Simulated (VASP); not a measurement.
CaSe (rock salt), at 0.96 of the tabulated volume:

```yaml
crystal:
  lattice:
    - [0.00000, 2.92000, 2.92000]
    - [2.92000, 0.00000, 2.92000]
    - [2.92000, 2.92000, 0.00000]
  atoms:
    - { symbol: Ca, position: [0.00000, 0.00000, 0.00000] }
    - { symbol: Se, position: [0.50000, 0.50000, 0.50000] }
```

The lowest empty band near X, direction across the valley's axis, from PBE with spin-orbit coupling in VASP (PAW); its two spin partners are averaged. The gap over the points computed is 1.79 eV, and the next band on that side lies 3.18 eV away at the edge.

Run with 400 eV cut-off, 9×9×9 Γ-centred mesh, Gaussian smearing of 0.050 eV, potentials Ca_sv Se.

```csv
distance from the edge in k (1/Å),distance in energy (meV)
0.018,4.6
0.025,8.8
0.035,17.1
0.050,34.8
0.070,67.7
```

Question: Fit E(1 + αE) = ħ²k²/2m* (ħ²/2m0 = 3.810 eV Å²) and predict the row at 0.095 1/Å.

Answer: Least squares on the energies gives the electron mass m* = 0.271 m0 and α = 0.24 per eV, and so 123.1 meV. The run gave 123.0 meV, -0.1 meV from the fit.

Left out are points under 3 meV from the edge, since the levels carry 0.1 meV, and points farther than half the way to the next band.

The compound is CaSe in the rock salt structure. The cell was not relaxed at this level.
